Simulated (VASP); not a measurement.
## Cs: single point with LDA

Cs:

```xyz
1
Lattice="-3.0225 2.9772 3.0225 3.0225 -2.9772 3.0225 3.0225 2.9772 -3.0225" Properties=species:S:1:pos:R:3 pbc="T T T"
Cs    0.0000    0.0000    0.0000
```

The cell isn't the ideal one: strain -0.0150 x Voigt [0, 1, 0, 0, 0, 0], atoms carried along.

| Quantity | Value |
| --- | --- |
| Program | VASP 6.6.1 |
| Task | single point |
| Functional | LDA |
| Potentials or basis | VASP PAW LDA potentials, release 64 (Cs_sv) |
| Cutoff | 520 eV |
| k mesh | 12 × 12 × 12 |
| Occupations | gaussian, width 0.15 eV |
| Spin | no spin polarisation |
| Dipole correction | no |
| Further INCAR settings | ALGO = Fast; EDIFF = 1e-06; NBANDS = 10 |

```
Pressure               : -0.3 GPa
Band gap on the k mesh : none (metal or under the smearing width)
```

Levels at points of the mesh, in eV from the Fermi level:
```csv
k point,band 2,band 3,band 4,band 5,band 6,band 7,band 8,band 9
"(0.00, 0.00, 0.00)",-10.52,-10.52,-10.52,-1.74,2.41,2.48,2.48,3.34
"(0.50, 0.00, 0.00)",-10.69,-10.57,-10.52,0.00,1.01,1.57,3.23,3.86
"(0.00, 0.50, 0.00)",-10.69,-10.57,-10.51,-0.02,0.98,1.64,3.16,3.80
"(0.50, 0.50, 0.50)",-10.64,-10.64,-10.63,0.61,0.64,3.12,3.12,3.25
```

It took 52 s on 1 thread of Intel(R) Xeon(R) 6975P-C (Granite Rapids) (shared host), peak memory 0.31 GiB.

Spin-orbit coupling is left out, which matters for the levels of Cs.
